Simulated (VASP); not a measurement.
## La (relaxed from the simple-cubic structure, space group Pm-3m): computed properties

These are PBEsol GGA, VASP's PBE PAW potentials (set 64) (plane waves; VASP) values and carry that method's errors.

```json
{
  "space_group": "Pm-3m (221)",
  "cell": "a = 3.2099 Å, b = 3.2099 Å, c = 3.2099 Å, α = 90.00°, β = 90.00°, γ = 90.00°",
  "volume_per_atom": "33.07 Å³/atom",
  "band gap (over mesh and band path)": "none (metal, semimetal or under 0.01 eV)",
  "density": "6.97 g/cm³"
}
```

```yaml
crystal:
  lattice:
    - [3.20992, 0.00000, 0.00000]
    - [0.00000, 3.20992, 0.00000]
    - [0.00000, 0.00000, 3.20992]
  atoms:
    - { symbol: La, position: [0.00000, 0.00000, 0.00000] }
```

The structure was generated: La was put into the simple-cubic type (Pm-3m), which need not be its known phase. It was relaxed first, which changed the volume by -21 %. Symmetry was kept, so distortions that lower it aren't found.
